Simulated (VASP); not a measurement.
Output of a VASP run:

OUTCAR:
```
 ion  position               nearest neighbor table
   1  0.000  0.000  0.000-
  LATTYP: Found a body centered cubic cell.
 ALAT       =     3.1163667542
 Subroutine PRICEL returns:
 Original cell was already a primitive cell.
 Subroutine GETGRP returns: Found 48 space group operations
The static configuration has the point symmetry O_h .
The dynamic configuration has the point symmetry O_h .
 Subroutine INISYM returns: Found 48 space group operations
 Subroutine IBZKPT returns following result:
 Found    145 irreducible k-points:

 Following reciprocal coordinates:
            Coordinates               Weight
  0.000000  0.000000  0.000000      1.000000
  0.062500  0.000000  0.000000     12.000000
  0.125000  0.000000  0.000000     12.000000
  0.187500  0.000000  0.000000     12.000000
  0.250000  0.000000  0.000000     12.000000
  0.312500  0.000000  0.000000     12.000000
  0.375000  0.000000  0.000000     12.000000
  0.437500  0.000000  0.000000     12.000000
  0.500000  0.000000  0.000000      6.000000
  0.062500  0.062500  0.000000     24.000000
  0.125000  0.062500  0.000000     48.000000
  0.187500  0.062500  0.000000     48.000000
  0.250000  0.062500  0.000000     48.000000
  0.312500  0.062500  0.000000     48.000000
  0.375000  0.062500 -0.000000     48.000000
  0.437500  0.062500 -0.000000     48.000000
  0.125000  0.125000  0.000000     24.000000
  0.187500  0.125000  0.000000     48.000000
  0.250000  0.125000  0.000000     48.000000
  0.312500  0.125000  0.000000     48.000000
  0.375000  0.125000  0.000000     48.000000
  0.437500  0.125000  0.000000     24.000000
  0.187500  0.187500  0.000000     24.000000
  0.250000  0.187500  0.000000     48.000000
  0.312500  0.187500  0.000000     48.000000
  0.375000  0.187500  0.000000     48.000000
  0.250000  0.250000  0.000000     24.000000
  0.312500  0.250000  0.000000     48.000000
  0.375000  0.250000  0.000000     24.000000
  0.312500  0.312500  0.000000     24.000000
  0.062500  0.062500  0.062500      8.000000
  0.125000  0.062500  0.062500     24.000000
  0.187500  0.062500  0.062500     24.000000
  0.250000  0.062500  0.062500     24.000000
  0.312500  0.062500  0.062500     24.000000
  0.375000  0.062500  0.062500     24.000000
  0.437500  0.062500  0.062500     12.000000
 -0.062500  0.062500  0.062500      6.000000
  0.125000  0.125000  0.062500     24.000000
  0.187500  0.125000  0.062500     48.000000
   k-points           NKPTS =    145   k-points in BZ     NKDIM =    145   number of bands    NBANDS=     10
   number of dos      NEDOS =    301   number of ions     NIONS =      1
   total plane-waves  NPLWV =   8000
   dimension x,y,z NGX =    20 NGY =   20 NGZ =   20
   dimension x,y,z NGXF=    40 NGYF=   40 NGZF=   40
   ions per type =               1
   PREC   = accura    normal or accurate (medium, high low for compatibility)
   ISTART =      0    job   : 0-new  1-cont  2-samecut
   ICHARG =      2    charge: 1-file 2-atom 10-const
   ISPIN  =      1    spin polarized calculation?
   LNONCOLLINEAR =      F non collinear calculations
   LSORBIT =      F    spin-orbit coupling
   INIWAV =      1    electr: 0-lowe 1-rand  2-diag
   ENCUT  =  500.0 eV  36.75 Ry    6.06 a.u.   4.92  4.92  4.92*2*pi/ulx,y,z
   NELM   =    100;   NELMIN=  2; NELMDL= -5     # of ELM steps
   EDIFF  = 0.1E-05   stopping-criterion for ELM
   LREAL  =      F    real-space projection
   NLSPLINE    = F    spline interpolate recip. space projectors
   LMAXMIX     =    4 max onsite mixed and CHGCAR
   VOSKOWN=      0    Vosko Wilk Nusair interpolation
   EDIFFG = -.2E-01   stopping-criterion for IOM
   NSW    =     40    number of steps for IOM
   NBLOCK =      1;   KBLOCK =     40    inner block; outer block
   IBRION =      2    ionic relax: 0-MD 1-quasi-New 2-CG
   NFREE  =      1    steps in history (QN), initial steepest desc. (CG)
...
```

OSZICAR:
```
...
DAV:   7    -0.110816845306E+02    0.28552E-01   -0.18598E-01  4568   0.613E+00    0.919E-01
DAV:   8    -0.110873512632E+02   -0.56667E-02   -0.14041E-02  3462   0.176E+00    0.297E-02
DAV:   9    -0.110874265216E+02   -0.75258E-04   -0.12471E-03  4940   0.369E-01    0.546E-02
DAV:  10    -0.110874340033E+02   -0.74817E-05   -0.15700E-05  3490   0.463E-02    0.406E-02
DAV:  11    -0.110874295724E+02    0.44309E-05   -0.20531E-05  3204   0.970E-02    0.547E-03
DAV:  12    -0.110874295648E+02    0.76250E-08   -0.17621E-07  1806   0.606E-03
   1 F= -.68371488E+01 E0= -.68372826E+01  d E =-.683715E+01
       N       E                     dE             d eps       ncg     rms          rms(c)
DAV:   1    -0.161696199574E+02   -0.50822E+01   -0.20271E+02  3618   0.253E+02    0.297E+01
DAV:   2    -0.104646761166E+02    0.57049E+01   -0.10563E+01  4260   0.536E+01    0.646E+00
DAV:   3    -0.963255930955E+01    0.83212E+00   -0.44861E+00  4544   0.290E+01    0.587E+00
DAV:   4    -0.978585882548E+01   -0.15330E+00   -0.21884E-01  4408   0.421E+00    0.233E+00
DAV:   5    -0.987911717147E+01   -0.93258E-01   -0.43052E-01  4944   0.573E+00    0.944E-01
DAV:   6    -0.986918414906E+01    0.99330E-02   -0.15772E-02  4112   0.157E+00    0.318E-01
DAV:   7    -0.987119048767E+01   -0.20063E-02   -0.91058E-03  4920   0.874E-01    0.433E-02
DAV:   8    -0.987121834982E+01   -0.27862E-04   -0.27368E-04  3582   0.118E-01    0.245E-02
DAV:   9    -0.987122047524E+01   -0.21254E-05   -0.25648E-05  4302   0.483E-02    0.702E-03
DAV:  10    -0.987122093572E+01   -0.46048E-06   -0.64354E-07  1882   0.140E-02
   2 F= -.64373395E+01 E0= -.64372317E+01  d E =0.399809E+00
       N       E                     dE             d eps       ncg     rms          rms(c)
DAV:   1    -0.147805649584E+02   -0.49093E+01   -0.12380E+02  3310   0.199E+02    0.173E+01
DAV:   2    -0.110955861063E+02    0.36850E+01   -0.10803E+01  4448   0.502E+01    0.526E+00
DAV:   3    -0.107294925420E+02    0.36609E+00   -0.34353E+00  4490   0.216E+01    0.272E+00
DAV:   4    -0.107661941224E+02   -0.36702E-01   -0.62548E-02  3334   0.286E+00    0.235E+00
DAV:   5    -0.109183004690E+02   -0.15211E+00   -0.20296E-01  4458   0.443E+00    0.671E-01
DAV:   6    -0.109295850303E+02   -0.11285E-01   -0.32446E-02  4626   0.171E+00    0.352E-01
DAV:   7    -0.109299301935E+02   -0.34516E-03   -0.24012E-03  4040   0.619E-01    0.562E-02
DAV:   8    -0.109299308075E+02   -0.61402E-06   -0.43511E-05  4270   0.112E-01    0.259E-02
DAV:   9    -0.109299303831E+02    0.42438E-06   -0.22046E-05  3186   0.712E-02    0.195E-02
DAV:  10    -0.109299328440E+02   -0.24609E-05   -0.45186E-06  2952   0.382E-02    0.428E-03
DAV:  11    -0.109299327451E+02    0.98931E-07   -0.13864E-07  1648   0.559E-03
   3 F= -.68713394E+01 E0= -.68712076E+01  d E =-.341906E-01
       N       E                     dE             d eps       ncg     rms          rms(c)
DAV:   1    -0.109233108650E+02    0.66220E-02   -0.14014E-02  3558   0.210E+00    0.200E-01
DAV:   2    -0.109229031982E+02    0.40767E-03   -0.93094E-04  4418   0.481E-01    0.512E-02
DAV:   3    -0.109228551738E+02    0.48024E-04   -0.33761E-04  4456   0.228E-01    0.335E-02
DAV:   4    -0.109228658943E+02   -0.10720E-04   -0.11939E-05  3532   0.379E-02    0.177E-02
DAV:   5    -0.109228748479E+02   -0.89536E-05   -0.29310E-05  4934   0.435E-02    0.611E-03
DAV:   6    -0.109228746513E+02    0.19662E-06   -0.34765E-07  1740   0.902E-03
   4 F= -.68714019E+01 E0= -.68712499E+01  d E =-.342531E-01
```

### OUTCAR
```
------------------------ aborting loop because EDIFF is reached ----------------------------------------
  FORCE on cell =-STRESS in cart. coord.  units (eV):
  Direction    XX          YY          ZZ          XY          YZ          ZX
  --------------------------------------------------------------------------------------
  Total        4.0408357      4.0408357      4.0408357      0.0000000     -0.0000000     -0.0000000
  in kB      448.8185380    448.8185380    448.8185380      0.0000000     -0.0000000     -0.0000000
  external PRESSURE =      -1.1814620 kB  Pullay stress =     450.0000000 kB
  volume of cell :       14.42
      direct lattice vectors                 reciprocal lattice vectors
    -1.533499601  1.533499601  1.533499601     0.000000000  0.326051601  0.326051601
     1.533499601 -1.533499601  1.533499601     0.326051601  0.000000000  0.326051601
     1.533499601  1.533499601 -1.533499601     0.326051601  0.326051601  0.000000000
 POSITION                                       TOTAL-FORCE (eV/Angst)
 -----------------------------------------------------------------------------------
      0.00000      0.00000      3.06700        -0.000000      0.000000     -0.000000
 -----------------------------------------------------------------------------------
    total drift:                               -0.000000     -0.000000      0.000000
  FREE ENERGIE OF THE ION-ELECTRON SYSTEM (eV)
  ---------------------------------------------------
  free  energy   TOTEN  =       -10.9228746513 eV

  energy  without entropy=      -10.9224188187  energy(sigma->0) =      -10.92272271
  enthalpy is  TOTEN    =        -6.8714018769 eV   P V=        4.0514727744

 reached required accuracy - stopping structural energy minimisation
```
(Selected blocks of OUTCAR.)

### POSCAR
```
Nb
1
   -1.5581833771     1.5581833771     1.5581833771
    1.5581833771    -1.5581833771     1.5581833771
    1.5581833771     1.5581833771    -1.5581833771
Nb
1
Direct
  0.0000000000   0.0000000000   0.0000000000
```

Problem. Reconstruct the remaining input files.

Solution. One answer among several that fit: the input of the run itself, LDA (Ceperley-Alder, Perdew-Zunger), plane waves, VASP's LDA PAW potentials (set 64).

### KPOINTS
```
Automatic mesh
0
Gamma
16 16 16
0 0 0
```

### INCAR
```
ISIF=3
LCHARG=.False.
LREAL=.False.   ! projection in real space or not
ENCUT=500   ! plane-wave cut-off (eV)
EDIFFG=-0.02
ISMEAR=1
NSW=40
PSTRESS=450
LASPH=.True.   ! aspherical one-centre terms
SIGMA=0.1
EDIFF=1E-6   ! SCF stop (eV)
IBRION=2   ! conjugate gradients
LMAXMIX=4   ! l cut-off of mixed one-centre charges
LWAVE=.False.
NELM=100
SYSTEM=Nb
PREC=Accurate
ALGO=Normal
```

POTCAR, in this order: Nb_sv (LDA.64 set). Program: vasp_std.

Energy and stress use the plane-wave basis of the starting cell.

The compound is Nb in the bcc structure. This run relaxes it under an external pressure of 45 GPa. Symmetry was kept, so distortions that lower it aren't found.
